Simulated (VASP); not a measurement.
Given:

```xyz
6
Lattice="4.9251 0.0000 0.0000 0.0000 4.9251 0.0000 0.0000 0.0000 3.3212" Properties=species:S:1:pos:R:3 pbc="T T T"
Mn     0.0000     0.0000     0.0000
Mn     2.4625     2.4625     1.6606
F      1.4950     1.4950     0.0000
F      3.9576     0.9675     1.6606
F      0.9675     3.9576     1.6606
F      3.4300     3.4300     0.0000
```
Starting moments (μB, in the order of the record's atoms Mn Mn F F F F): 4.5 -4.5 0.0 0.0 0.0 0.0.

Computed with PW91 GGA, VASP's PBE PAW potentials (set 64) (plane waves; VASP). Settings: 520 eV cut-off, Gaussian smearing of 0.050 eV, potentials Mn_pv F.

Question: Estimate the cell moment, band gap (along the path) with the smallest direct gap where there is one.

Answer: 
```json
{
  "band gap (along the path)": "2.24 eV",
  "smallest direct gap (along the path)": "2.30 eV",
  "cell_moment": "0.00 μB"
}
```

The compound is MnF2 in the rutile structure. It was relaxed first.
